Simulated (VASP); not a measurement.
Calculation: PBEsol GGA, VASP's PBE PAW potentials (set 64) (plane waves; VASP).

Input for VASP

### KPOINTS
```
Automatic mesh
0
Gamma
9 9 9
0 0 0
```

POSCAR:
```
Zn3Mo
1
    3.7777320000     0.0000000000     0.0000000000
    0.0000000000     3.7777320000     0.0000000000
    0.0000000000     0.0000000000     3.7777320000
Zn Mo
3 1
Direct
  0.0000000000   0.5000000000   0.5000000000
  0.5000000000   0.5000000000   0.0000000000
  0.5000000000   0.0000000000   0.5000000000
  0.0000000000   0.0000000000   0.0000000000
```

**INCAR**
```
# general
SYSTEM   =  Zn3Mo
PREC     =  Accurate
ENCUT    =  300   # plane-wave cut-off (eV)
LREAL    =  .FALSE.   # projection in real space or not
LASPH    =  .TRUE.

# electronic loop
EDIFF    =  1E-6   # SCF stop (eV)
NELM     =  100
ALGO     =  Normal   # blocked Davidson
LMAXMIX  =  4   # l cut-off of mixed one-centre charges

# smearing
ISMEAR   =  -1   # Fermi-Dirac
SIGMA    =  0.136   # width (eV)

# functional
GGA      =  PS   # PBEsol

# ions
ISIF     =  2   # forces and stress, cell fixed

# output
LWAVE    =  .FALSE.
LCHARG   =  .FALSE.
```

POTCAR, in this order: Zn Mo_sv (PBE.64 set). Program: vasp_std.

At this cut-off the stress carries a Pulay error, which pulls relaxed volumes low.

Task: Estimate the energy per atom (σ→0), pressure, band gap (on the k-mesh).

Result: 
The energy per atom (σ→0) comes out as -4.179 eV/atom, the band gap (on the k-mesh) is none (metal, semimetal or under 0.01 eV) and the pressure is 4.02 GPa.

File OSZICAR:
```
...
DAV:   7    -0.167796314308E+02    0.88914E-01   -0.22720E-01  2244   0.417E+00    0.290E+00
DAV:   8    -0.167524774872E+02    0.27154E-01   -0.26877E-02  2414   0.139E+00    0.485E-01
DAV:   9    -0.167521862174E+02    0.29127E-03   -0.62811E-03  2280   0.642E-01    0.259E-01
DAV:  10    -0.167519528190E+02    0.23340E-03   -0.54152E-04  2622   0.260E-01    0.133E-01
DAV:  11    -0.167519252735E+02    0.27545E-04   -0.16167E-04  2292   0.762E-02    0.195E-02
DAV:  12    -0.167519252663E+02    0.72214E-08   -0.11618E-05  2316   0.397E-02    0.154E-02
DAV:  13    -0.167519246151E+02    0.65126E-06   -0.36602E-06  2260   0.270E-02
   1 F= -.16751925E+02 E0= -.16717474E+02  d E =-.689008E-01
```

The structure was generated: Zn3Mo was put into an ordered model structure, which need not be its known phase. The cell was not relaxed at this level. The run is one of a series of settings (GGA = PS against the base run), some of them coarse on purpose.
